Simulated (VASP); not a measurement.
Pb (fcc): the lattice constant a from VASP (plane waves, PAW) at several levels of theory. Static lattice.

| level | lattice constant a (Å) | error against measurement |
|---|---|---|
| LDA | 4.884 | -0.4 % |
| PBE | 5.039 | +2.8 % |
| PBEsol | 4.933 | +0.6 % |
| revPBE | 5.098 | +4.0 % |
| RPBE | 5.117 | +4.4 % |
| AM05 | 4.943 | +0.8 % |
| PW91 | 5.038 | +2.8 % |
| PBE-D3 (zero damping) | 4.978 | +1.5 % |
| PBE-D3(BJ) | 4.957 | +1.1 % |
| PBE-D4 | 4.958 | +1.1 % |
| optB88-vdW | 5.022 | +2.4 % |
| optB86b-vdW | 4.975 | +1.5 % |
| vdW-DF2 | 5.249 | +7.1 % |
| rev-vdW-DF2 | 4.989 | +1.8 % |
| vdW-DF-cx | 4.940 | +0.8 % |
| TPSS | 4.984 | +1.7 % |
| revTPSS | 4.945 | +0.9 % |
| MS2 | 4.929 | +0.5 % |
| r2SCAN | 4.994 | +1.9 % |

Measured: 4.902 Å at 0 K (as given by Gábor I. Csonka et al., Physical Review B (2009), arXiv:0903.4037; low-temperature or extrapolated to 0 K; zero-point anharmonic expansion removed).

The cell of the LDA run:

```yaml
crystal:
  lattice:
    - [0.00000, 2.44194, 2.44194]
    - [2.44194, 0.00000, 2.44194]
    - [2.44194, 2.44194, 0.00000]
  atoms:
    - { symbol: Pb, position: [0.00000, 0.00000, 0.00000] }
```

Only levels that ran to the end are used. Left out are those held back, those with too coarse a band path, GW runs whose mesh misses a band edge, hybrids' fits of cells that aren't cubic and levels without matching references; a question may draw on a part of the rest.

The compound is Pb in the fcc structure.
